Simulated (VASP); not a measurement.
Here is the system:

```
BaTiO3
1.0
    3.92217     0.00000     0.00000
    0.00000     3.92217     0.00000
    0.00000     0.00000     3.92217
Ba Ti O
1 1 3
Direct
  0.00000   0.00000   0.00000
  0.50000   0.50000   0.50000
  0.50000   0.00000   0.50000
  0.00000   0.50000   0.50000
  0.50000   0.50000   0.00000
```

Level of theory: MS2 meta-GGA, VASP's PBE PAW potentials (set 64) (plane waves; VASP). Run with 520 eV cut-off, 6×6×6 Γ-centred mesh, Gaussian smearing of 0.050 eV, potentials Ba_sv Ti_sv O.

Unless said otherwise, spin-orbit coupling is left out, though it shifts the bands of the heavy elements here.

Q: What does the run give for the energy per atom (σ→0), pressure, band gap (on the k-mesh) with the smallest direct gap where there is one?

A: 
| Property | Value |
|---|---|
| band gap (on the k-mesh) | 2.22 eV |
| smallest direct gap (on the k-mesh) | 2.33 eV |
| energy per atom (σ→0) | -9.213 eV/atom |
| pressure | 12.38 GPa |

The absolute energy has meaning only against runs of the same code, potentials and settings.

The compound is BaTiO3 in the cubic perovskite structure, the ideal cubic form; the compound distorts at low or room temperature. This cell is one point of a volume scan, at 0.94 of the reference volume.
